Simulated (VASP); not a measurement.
Consider the following.

```xyz
1
Lattice="0.0000 1.7816 1.7816 1.7816 0.0000 1.7816 1.7816 1.7816 0.0000" Properties=species:S:1:pos:R:3 pbc="T T T"
Cu     0.0000     0.0000     0.0000
```

Computed with PBEsol GGA, VASP's PBE PAW potentials (set 64) (plane waves; VASP). Settings: 400 eV cut-off, 16×16×16 Γ-centred mesh, first-order Methfessel-Paxton smearing of 0.10 eV, potentials Cu.

Question: Estimate the energy per atom (σ→0), band gap (on the k-mesh) with the smallest direct gap where there is one.

Answer: 
```
Property                                                     Value
------------------------  ----------------------------------------
band gap (on the k-mesh)  none (metal, semimetal or under 0.01 eV)
energy per atom (σ→0)                               -4.309 eV/atom
```

The compound is Cu in the fcc structure. It was relaxed first. The start is the result of an earlier pass.
